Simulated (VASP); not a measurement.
All values below come from PBE GGA, VASP's PBE PAW potentials (set 64) (plane waves; VASP).

VASP input:

**INCAR**
```
SYSTEM = SbAs
PREC = Accurate
ENCUT = 400
EDIFF = 1E-6
NELM = 100
ALGO = Normal
LREAL = .FALSE.
LASPH = .TRUE.
ISMEAR = 2
SIGMA = 0.1
GGA = PE
LMAXMIX = 4
LWAVE = .FALSE.
LCHARG = .FALSE.
ISIF = 2
```

POSCAR:
```
SbAs
3.9763270
  0.0000000000   0.7071068350   0.7071068350
  0.7071068350   0.0000000000   0.7071068350
  0.7071068350   0.7071068350   0.0000000000
As Sb
1 1
Cart
  0.0000000000   0.0000000000   0.0000000000
  0.7071068350   0.7071068350   0.7071068350
```

### KPOINTS
```
K-points
0
Gamma
 7 7 7
0 0 0
```

POTCAR, in this order: As Sb (PBE.64 set). Program: vasp_std.

Unless said otherwise, spin-orbit coupling is left out, though it shifts the bands of the heavy elements here.

Q: Estimate the energy per atom (σ→0), pressure, band gap (on the k-mesh).

A: 
- energy per atom (σ→0): -4.284 eV/atom
- band gap (on the k-mesh): none (metal, semimetal or under 0.01 eV)
- pressure: 9.86 GPa

OSZICAR:
```
...
DAV:   5    -0.862906641141E+01   -0.34387E-04   -0.34387E-04   431   0.152E-01    0.355E+00
DAV:   6    -0.856750608773E+01    0.61560E-01   -0.22505E-01   381   0.212E+00    0.213E+00
DAV:   7    -0.856803683333E+01   -0.53075E-03   -0.29015E-02   427   0.102E+00    0.773E-01
DAV:   8    -0.856828590948E+01   -0.24908E-03   -0.20982E-03   382   0.305E-01    0.107E-01
DAV:   9    -0.856838404584E+01   -0.98136E-04   -0.18076E-04   392   0.112E-01    0.576E-02
DAV:  10    -0.856838489300E+01   -0.84716E-06   -0.11664E-05   471   0.256E-02    0.191E-02
DAV:  11    -0.856838483997E+01    0.53029E-07   -0.74409E-06   363   0.175E-02
   1 F= -.85683848E+01 E0= -.85685324E+01  d E =0.590158E-03
```

The structure was generated: SbAs was put into the rocksalt type (Fm-3m), which need not be its known phase. The cell was not relaxed at this level. The run is one of a series of settings (ISMEAR = 2, SIGMA = 0.1 against the base run), some of them coarse on purpose.
